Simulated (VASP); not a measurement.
OSZICAR of a VASP run on Zr$_{4}$C$_{2}$N$_{2}$ (ordered alloy cell):

### OSZICAR
```
       N       E                     dE             d eps       ncg     rms          rms(c)
DAV:   1     0.641054123371E+03    0.64105E+03   -0.36307E+04  6084   0.173E+03
DAV:   2    -0.372490733193E+02   -0.67830E+03   -0.66102E+03  7180   0.481E+02
DAV:   3    -0.953423949650E+02   -0.58093E+02   -0.57403E+02  9634   0.117E+02
DAV:   4    -0.982741043563E+02   -0.29317E+01   -0.29293E+01  9016   0.243E+01
DAV:   5    -0.983715447234E+02   -0.97440E-01   -0.97430E-01  8470   0.427E+00    0.463E+01
DAV:   6    -0.845871959377E+02    0.13784E+02   -0.92295E+01  7395   0.394E+01    0.195E+01
DAV:   7    -0.844542852824E+02    0.13291E+00   -0.85456E+00  8070   0.119E+01    0.102E+01
DAV:   8    -0.844059396810E+02    0.48346E-01   -0.12163E+00  8152   0.563E+00    0.140E+00
DAV:   9    -0.843944757958E+02    0.11464E-01   -0.18146E-01  7595   0.200E+00    0.795E-01
DAV:  10    -0.843957961589E+02   -0.13204E-02   -0.22903E-02  7931   0.934E-01    0.317E-01
DAV:  11    -0.843956152618E+02    0.18090E-03   -0.27721E-03  7899   0.308E-01    0.109E-01
DAV:  12    -0.843955863639E+02    0.28898E-04   -0.72032E-04  7450   0.131E-01    0.597E-02
DAV:  13    -0.843955698060E+02    0.16558E-04   -0.96972E-05  8059   0.473E-02    0.778E-03
DAV:  14    -0.843955695263E+02    0.27979E-06   -0.65503E-06  6569   0.128E-02
   1 F= -.84395570E+02 E0= -.84395633E+02  d E =-.843956E+02
       N       E                     dE             d eps       ncg     rms          rms(c)
DAV:   1    -0.843976270946E+02   -0.20573E-02   -0.18788E-01  6217   0.298E+00    0.547E-01
DAV:   2    -0.843964721386E+02    0.11550E-02   -0.83097E-03  8103   0.557E-01    0.211E-01
DAV:   3    -0.843958567397E+02    0.61540E-03   -0.17462E-03  8522   0.268E-01    0.723E-02
DAV:   4    -0.843958817133E+02   -0.24974E-04   -0.36470E-04  8938   0.821E-02    0.433E-02
DAV:   5    -0.843958965478E+02   -0.14834E-04   -0.36016E-05  9041   0.288E-02    0.236E-02
DAV:   6    -0.843959094008E+02   -0.12853E-04   -0.38004E-05  9193   0.269E-02    0.918E-03
DAV:   7    -0.843959124241E+02   -0.30232E-05   -0.40128E-06  6240   0.102E-02    0.256E-03
DAV:   8    -0.843959129831E+02   -0.55899E-06   -0.52178E-07  4295   0.476E-03
   2 F= -.84395913E+02 E0= -.84395995E+02  d E =-.343457E-03
       N       E                     dE             d eps       ncg     rms          rms(c)
DAV:   1    -0.843960512966E+02   -0.13887E-03   -0.10651E-02  6266   0.710E-01    0.130E-01
DAV:   2    -0.843959880691E+02    0.63227E-04   -0.47928E-04  8040   0.133E-01    0.504E-02
DAV:   3    -0.843959538476E+02    0.34222E-04   -0.98862E-05  8490   0.641E-02    0.174E-02
DAV:   4    -0.843959539879E+02   -0.14031E-06   -0.21089E-05  8233   0.196E-02    0.103E-02
DAV:   5    -0.843959535496E+02    0.43831E-06   -0.16795E-06  4771   0.706E-03
   3 F= -.84395954E+02 E0= -.84396032E+02  d E =-.384023E-03
       N       E                     dE             d eps       ncg     rms          rms(c)
DAV:   1    -0.843965428140E+02   -0.58883E-03   -0.11181E-01  6182   0.227E+00    0.348E-01
DAV:   2    -0.843961741292E+02    0.36868E-03   -0.39640E-03  8008   0.407E-01    0.134E-01
DAV:   3    -0.843959763900E+02    0.19774E-03   -0.79303E-04  8658   0.173E-01    0.479E-02
DAV:   4    -0.843959808952E+02   -0.45052E-05   -0.14567E-04  9316   0.511E-02    0.238E-02
DAV:   5    -0.843959828825E+02   -0.19872E-05   -0.16714E-05  8795   0.191E-02    0.160E-02
DAV:   6    -0.843959838778E+02   -0.99530E-06   -0.10737E-05  8778   0.145E-02    0.586E-03
DAV:   7    -0.843959831069E+02    0.77092E-06   -0.13476E-06  4711   0.666E-03
   4 F= -.84395983E+02 E0= -.84396067E+02  d E =-.295572E-04
```

Question: Which electronic solver shows in the log?

Answer: It is blocked Davidson (ALGO = Normal, or the opening steps of other solvers). The INCAR had ALGO = Normal.

Question: Can the final energy be trusted as converged?

Answer: Self-consistency was reached. It stopped with EDIFF = 1E-6, NELM = 100, NSW = 60 and EDIFFG = -0.02 after 4 ionic steps (PBEsol GGA, plane waves, VASP's PBE PAW potentials (set 64)).

The structure was generated: Zr4C2N2 was put into an ordered model structure (R-3m), which need not be its known phase. This run relaxes it. Symmetry was kept, so distortions that lower it aren't found. The start is the result of an earlier pass.
